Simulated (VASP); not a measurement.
# HfCl4 in VASP: notebook

The runs below take HfCl4 through relaxation of the atoms, single point, with PBE+D3(BJ), PBE, RPBE.

All numbers are computed with VASP 6.6.1; they aren't measurements. Logs are shortened: lines on timing, memory, paths and dates and some standing lists are left out, and cuts for length are marked.

## (1) The structure

The cell holds a molecule in a box, 5 atoms: a = 14.036 Å, b = 14.536 Å, c = 15.036 Å, α = 90.00°, β = 90.00°, γ = 90.00°.

## (2) Relaxation of the atoms, PBE+D3(BJ)

File INCAR:

```
SYSTEM = HfCl4
PREC = Accurate
ENCUT = 400
EDIFF = 1E-7
ISMEAR = 0
SIGMA = 0.01
LREAL = .FALSE.
LASPH = .TRUE.
NELM = 60
ALGO = Normal
ISIF = 2
LWAVE = .FALSE.
LCHARG = .FALSE.
GGA = PE
IVDW = 12
IBRION = 2
NSW = 120
EDIFFG = -0.03
ISYM = 0
```

File KPOINTS:

```
Automatic mesh
0
G
  1 1 1
  0 0 0
```

File POSCAR:

```
HfCl4
1.0
   14.0357389530      0.0000000000      0.0000000000
    0.0000000000     14.5357389530      0.0000000000
    0.0000000000      0.0000000000     15.0357389530
Hf Cl
1 4
Selective dynamics
Direct
    0.4999965333      0.5034335219      0.4999968914  F F F
    0.3631691164      0.4647768049      0.4324634652  T T T
    0.4780831403      0.5049473916      0.6478203177  T T T
    0.6131164425      0.4003983711      0.4653752391  T T T
    0.5456347675      0.6436428985      0.4543440866  T T T
```

Potentials or basis: VASP PAW PBE potentials, release 64 (Hf_pv, Cl).

On the command line:

```
$ cat potpaw_PBE.64/Hf_pv/POTCAR potpaw_PBE.64/Cl/POTCAR > POTCAR
$ mpirun -np 4 vasp_gam > vasp.out
```

OUTCAR:

```text
SYSTEM = HfCl4
   PREC = Accurate
   ENCUT = 400
   EDIFF = 1E-7
   ISMEAR = 0
   LREAL = .FALSE.
   LASPH = .TRUE.
   NELM = 60
   ISIF = 2
   GGA = PE
   IVDW = 12
   IBRION = 2
   NSW = 120
   EDIFFG = -0.03
   ISYM = 0
 IVDW          = 12

 ion  position               nearest neighbor table
   1  0.500  0.503  0.500-   4 2.24   2 2.24   5 2.24   3 2.24
   2  0.363  0.465  0.432-   1 2.24
   3  0.478  0.505  0.648-   1 2.24
   4  0.613  0.400  0.465-   1 2.24
   5  0.546  0.644  0.454-   1 2.24

IMPORTANT INFORMATION: All symmetrisations will be switched off!
NOSYMM: (Re-)initialisation of all symmetry stuff for point group C_1.

----------------------------------------------------------------------------------------

                                     Primitive cell

  volume of cell :    3067.5890

  direct lattice vectors                    reciprocal lattice vectors
    14.035738953  0.000000000  0.000000000     0.071246694  0.000000000  0.000000000
     0.000000000 14.535738953  0.000000000     0.000000000  0.068795952  0.000000000
     0.000000000  0.000000000 15.035738953     0.000000000  0.000000000  0.066508204

  length of vectors
    14.035738953 14.535738953 15.035738953     0.071246694  0.068795952  0.066508204

  position of ions in fractional coordinates (direct lattice)
     0.499996533  0.503433522  0.499996891
     0.363169116  0.464776805  0.432463465
     0.478083140  0.504947392  0.647820318
     0.613116443  0.400398371  0.465375239
     0.545634767  0.643642898  0.454344087

  ion indices of the primitive-cell ions
   primitive index   ion index
                 1           1
                 2           2
                 3           3
                 4           4
                 5           5

----------------------------------------------------------------------------------------

 KPOINTS: Automatic mesh

Automatic generation of k-mesh.
 Grid dimensions read from file:
 generate k-points for:    1    1    1

 Generating k-lattice:

  Cartesian coordinates                     Fractional coordinates (reciprocal lattice)
     0.071246694  0.000000000  0.000000000     1.000000000  0.000000000  0.000000000
     0.000000000  0.068795952  0.000000000     0.000000000  1.000000000  0.000000000
     0.000000000  0.000000000  0.066508204     0.000000000  0.000000000  1.000000000

  Length of vectors
     0.071246694  0.068795952  0.066508204

  Shift w.r.t. Gamma in fractional coordinates (k-lattice)
     0.000000000  0.000000000  0.000000000

 Subroutine IBZKPT returns following result:
 ===========================================

 Found      1 irreducible k-points:

 Following reciprocal coordinates:
            Coordinates               Weight
  0.000000  0.000000  0.000000      1.000000
   k-points           NKPTS =      1   k-points in BZ     NKDIM =      1   number of bands    NBANDS=     24
   number of dos      NEDOS =    301   number of ions     NIONS =      5
   total plane-waves  NPLWV = 903168
   dimension x,y,z NGX =    96 NGY =   96 NGZ =   98
   dimension x,y,z NGXF=   192 NGYF=  192 NGZF=  196
   ions per type =               1   4
   NGX,Y,Z   is equivalent  to a cutoff of  11.37, 10.98, 10.84 a.u.
   NGXF,Y,Z  is equivalent  to a cutoff of  22.74, 21.96, 21.67 a.u.
 SYSTEM =  HfCl4
   PREC   = accura    normal or accurate (medium, high low for compatibility)
   ISTART =      0    job   : 0-new  1-cont  2-samecut
   ICHARG =      2    charge: 1-file 2-atom 10-const
   ISPIN  =      1    spin polarized calculation?
   LNONCOLLINEAR =      F non collinear calculations
   LSORBIT =      F    spin-orbit coupling
   LASPH  =      T    aspherical Exc in radial PAW
   ENCUT  =  400.0 eV  29.40 Ry    5.42 a.u.  22.89 23.70 24.52*2*pi/ulx,y,z
   NELM   =     60;   NELMIN=  2; NELMDL= -5     # of ELM steps
   EDIFF  = 0.1E-06   stopping-criterion for ELM
   LREAL  =      F    real-space projection
   EDIFFG = -.3E-01   stopping-criterion for IOM
   NSW    =    120    number of steps for IOM
   IBRION =      2    ionic relax: 0-MD 1-quasi-New 2-CG
   NFREE  =      1    steps in history (QN), initial steepest desc. (CG)
   ISIF   =      2    stress and relaxation
   ISYM   =      0    0-nonsym 1-usesym 2-fastsym
   POTIM  = 0.5000    time-step for ionic-motion
   TEBEG  =    0.0;   TEEND  =   0.0 temperature during run
   PSTRESS=    0.0 pullay stress
   NELECT =      38.0000    total number of electrons
   NUPDOWN=      -1.0000    fix difference up-down
   EMIN   =  10.00;   EMAX   =-10.00  energy-range for DOS
   EFERMI =   0.00;   METHOD = LEGACY
   ISMEAR =     0;   SIGMA  =   0.01  broadening in eV -4-tet -1-fermi 0-gaus
   EFERMI_NEDOS =   21; number of points for ismear=-14 and -15
   IALGO  =     38    algorithm
   IMIX   =      4    mixing-type and parameters
     AMIX     =   0.40;   BMIX     =  1.00
     AMIX_MAG =   1.60;   BMIX_MAG =  1.00
  volume/ion in A,a.u.               =     613.52      4140.22
  Fermi-wavevector in a.u.,A,eV,Ry     =   0.378794  0.715818  1.952235  0.143485
  Thomas-Fermi vector in A             =   1.312368
   LORBIT       =      0    0 simple, 1 ext, 2 COOP (PROOUT), +10 PAW based schemes
   GGA     = PE    functional components
   LHFCALC =     F    Hartree Fock is set to
   AEXX    =    0.0000 exact exchange contribution
   IVDW    =    12    specifies the selected vdW correction
   LEPSILON=     F    determine dielectric tensor
   LRPA    =     F    only Hartree local field effects (RPA)
 conjugate gradient relaxation of ions
 non-spin polarized calculation
 Gauss-broadening in eV      SIGMA  =   0.01
  energy-cutoff  :      400.00
  volume of cell :     3067.59
 maximum number of plane-waves:     27838
 NGX is ok and might be reduce to    90
   NGX = 45   NGY = 47   NGZ = 49

--------------------------------------- Ionic step        1  -------------------------------------------

 number of electron      37.9999996 magnetization

 Free energy of the ion-electron system (eV)
  ---------------------------------------------------
  ext. energy  EPLUGINS =         0.00000000
  ---------------------------------------------------
  free energy    TOTEN  =       -26.00991548 eV

  energy without entropy =      -26.00991548  energy(sigma->0) =      -26.00991548

------------------------ aborting loop because EDIFF is reached ----------------------------------------

 Edisp (eV)   -0.20366

 E8    (eV) :    -0.0912

  FORCE on cell =-STRESS in cart. coord.  units (eV):
  Direction    XX          YY          ZZ          XY          YZ          ZX
  --------------------------------------------------------------------------------------
  -------------------------------------------------------------------------------------
  Total       3.82952     3.83025     3.83119    -0.00029     0.00013     0.00014
  in kB       2.00013     2.00051     2.00100    -0.00015     0.00007     0.00007
  external pressure =        2.00 kB  Pullay stress =        0.00 kB

 VOLUME and BASIS-vectors are now :
 -----------------------------------------------------------------------------
  energy-cutoff  :      400.00
  volume of cell :     3067.59
      direct lattice vectors                 reciprocal lattice vectors
    14.035738953  0.000000000  0.000000000     0.071246694  0.000000000  0.000000000
     0.000000000 14.535738953  0.000000000     0.000000000  0.068795952  0.000000000
     0.000000000  0.000000000 15.035738953     0.000000000  0.000000000  0.066508204

 POSITION                                       TOTAL-FORCE (eV/Angst)
 -----------------------------------------------------------------------------------
      7.01782      7.31778      7.51782        -0.000097      0.000676     -0.000096
      5.09735      6.75587      6.50241        -1.115520     -0.326213     -0.590251
      6.71025      7.33978      9.74046        -0.178370      0.012651      1.290769
      8.60554      5.82009      6.99726         0.922168     -0.870287     -0.301903
      7.65839      9.35583      6.83140         0.371819      1.183173     -0.398519
 -----------------------------------------------------------------------------------
    total drift:                                0.001737     -0.000253      0.000047

  FREE ENERGIE OF THE ION-ELECTRON SYSTEM (eV)
  ---------------------------------------------------
  free  energy   TOTEN  =       -26.2135789029 eV

  energy  without entropy=      -26.2135789029  energy(sigma->0) =      -26.21357890

--------------------------------------- Ionic step        2  -------------------------------------------

 number of electron      38.0000000 magnetization

 Free energy of the ion-electron system (eV)
  ---------------------------------------------------
  ext. energy  EPLUGINS =         0.00000000
  ---------------------------------------------------
  free energy    TOTEN  =       -26.17454442 eV

  energy without entropy =      -26.17454442  energy(sigma->0) =      -26.17454442

 E-fermi :  -7.9193     XC(G=0):  -0.6892

 val. band max:       -7.9957240068   @ k =   0.0000   0.0000   0.0000
 cond. band min:      -2.6369376140   @ k =   0.0000   0.0000   0.0000
 fundamental gap:      5.3587863928
 Fermi energy:        -7.9193320469

 k-point     1 :       0.0000    0.0000    0.0000
  band No.  band energies     occupation
      1     -36.9089      2.00000
      2     -36.9089      2.00000
      3     -36.9088      2.00000
      4     -20.6083      2.00000
      5     -20.2996      2.00000
      6     -20.2992      2.00000
      7     -20.2990      2.00000
      8     -10.0096      2.00000
      9      -9.3664      2.00000
     10      -9.3661      2.00000
     11      -9.3659      2.00000
     12      -8.9781      2.00000
     13      -8.9781      2.00000
     14      -8.5483      2.00000
     15      -8.5482      2.00000
     16      -8.5481      2.00000
     17      -7.9960      2.00000
     18      -7.9959      2.00000
     19      -7.9957      2.00000
     20      -2.6369      0.00000
     21      -2.6368      0.00000
     22      -1.8658      0.00000
     23      -1.8656      0.00000
     24      -1.8656      0.00000

------------------------ aborting loop because EDIFF is reached ----------------------------------------

 Edisp (eV)   -0.19555

 E8    (eV) :    -0.0875

  FORCE on cell =-STRESS in cart. coord.  units (eV):
  Direction    XX          YY          ZZ          XY          YZ          ZX
  --------------------------------------------------------------------------------------
  -------------------------------------------------------------------------------------
  Total      -0.08040    -0.07796    -0.07718     0.00022    -0.00028    -0.00032
  in kB      -0.04199    -0.04072    -0.04031     0.00012    -0.00015    -0.00017
  external pressure =       -0.04 kB  Pullay stress =        0.00 kB

 VOLUME and BASIS-vectors are now :
 -----------------------------------------------------------------------------
  energy-cutoff  :      400.00
  volume of cell :     3067.59
      direct lattice vectors                 reciprocal lattice vectors
    14.035738953  0.000000000  0.000000000     0.071246694  0.000000000  0.000000000
     0.000000000 14.535738953  0.000000000     0.000000000  0.068795952  0.000000000
     0.000000000  0.000000000 15.035738953     0.000000000  0.000000000  0.066508204

 POSITION                                       TOTAL-FORCE (eV/Angst)
 -----------------------------------------------------------------------------------
      7.01782      7.31778      7.51782         0.000276     -0.000095     -0.000180
      5.04353      6.74014      6.47393         0.003096      0.000713      0.002027
      6.70165      7.34039      9.80273         0.000762     -0.000304     -0.003792
      8.65003      5.77810      6.98270        -0.003120      0.002661      0.001049
      7.67632      9.41290      6.81217        -0.001013     -0.002976      0.000897
 -----------------------------------------------------------------------------------
    total drift:                               -0.000032      0.000579     -0.000736

  FREE ENERGIE OF THE ION-ELECTRON SYSTEM (eV)
  ---------------------------------------------------
  free  energy   TOTEN  =       -26.3700930043 eV

  energy  without entropy=      -26.3700930043  energy(sigma->0) =      -26.37009300

 reached required accuracy - stopping structural energy minimisation
```

Wall time 2.6 min (4 MPI ranks of Intel Xeon 6975P-C (Granite Rapids), shared host); peak memory 0.54 GiB.

What came out:

```yaml
Free_energy: -26.3701 eV
Energy_gained_by_relaxing: 31.3 meV/atom
Ionic_steps: 2
Gap_between_the_frontier_levels: 5.36 eV
Dispersion_energy_per_atom: -0.039 eV
```

The path:
| step | energy change (eV) | largest force (eV/Å) | pressure (GPa) |
| --- | --- | --- | --- |
| 1 | 0.0000 | 1.3035 | 0.20 |
| 2 | -0.1565 | 0.0042 | 0.00 |

Final structure:
```
CELL_PARAMETERS angstrom
14.03574 0.00000 0.00000
0.00000 14.53574 0.00000
0.00000 0.00000 15.03574
ATOMIC_POSITIONS crystal
Hf 0.50000 0.50343 0.50000
Cl 0.35933 0.46369 0.43057
Cl 0.47747 0.50499 0.65196
Cl 0.61629 0.39751 0.46441
Cl 0.54691 0.64757 0.45307
```

Levels at points of the mesh, in eV from the valence-band top:
```csv
k point,band 16,band 17,band 18,band 19,band 20,band 21,band 22,band 23
"(0.00, 0.00, 0.00)",-0.55,0.00,0.00,0.00,5.36,5.36,6.13,6.13
```

Caveat: spin-orbit coupling is left out, which moves the levels of the heavy elements.

## (3) Single point, PBE

Edit INCAR of step 2 so:

```diff
@@ -14,6 +14,3 @@
 GGA = PE
-IVDW = 12
-IBRION = 2
-NSW = 120
-EDIFFG = -0.03
+NBANDS = 27
 ISYM = 0
```

KPOINTS is that of step 2.

File POSCAR:

```
HfCl4                                   
1.0
   14.0357389530      0.0000000000      0.0000000000
    0.0000000000     14.5357389530      0.0000000000
    0.0000000000      0.0000000000     15.0357389530
  Hf              Cl            
     1     4
Selective dynamics
Direct
     0.4999965332999992    0.5034335218999999    0.4999968914000021   F   F   F
     0.3593349287479645    0.4636941366532920    0.4305696253671746   T   T   T
     0.4774700592571756    0.5049893784211816    0.6519617921841260   T   T   T
     0.6162860538740020    0.3975099763478834    0.4644065745385188   T   T   T
     0.5469127571715132    0.6475697298373470    0.4530654256369273   T   T   T
```

Potentials or basis: VASP PAW PBE potentials, release 64 (Hf_pv, Cl).

On the command line:

```
$ cat potpaw_PBE.64/Hf_pv/POTCAR potpaw_PBE.64/Cl/POTCAR > POTCAR
$ mpirun -np 4 vasp_gam > vasp.out
```

Wall time 85 s (4 MPI ranks of Intel Xeon 6975P-C (Granite Rapids), shared host); peak memory 0.52 GiB.

Results (log left out):

```
Free energy                     : -26.1745 eV
Largest force                   : 0.029 eV/Å
Gap between the frontier levels : 5.36 eV
```

Forces on the atoms (eV/Å):
```
Hf   0.000  0.000  0.000
Cl  -0.024 -0.007 -0.013
Cl  -0.004  0.000  0.028
Cl   0.020 -0.019 -0.006
Cl   0.008  0.026 -0.009
```

Levels at points of the mesh, in eV from the valence-band top:
```csv
k point,band 17,band 18,band 19,band 20,band 21,band 22
"(0.00, 0.00, 0.00)",0.00,0.00,0.00,5.36,5.36,6.13
```

Caveat: spin-orbit coupling is left out, which moves the levels of the heavy elements. PBE gaps usually lie below the measured ones, often by a third to a half.

[end of part 1 of 2]
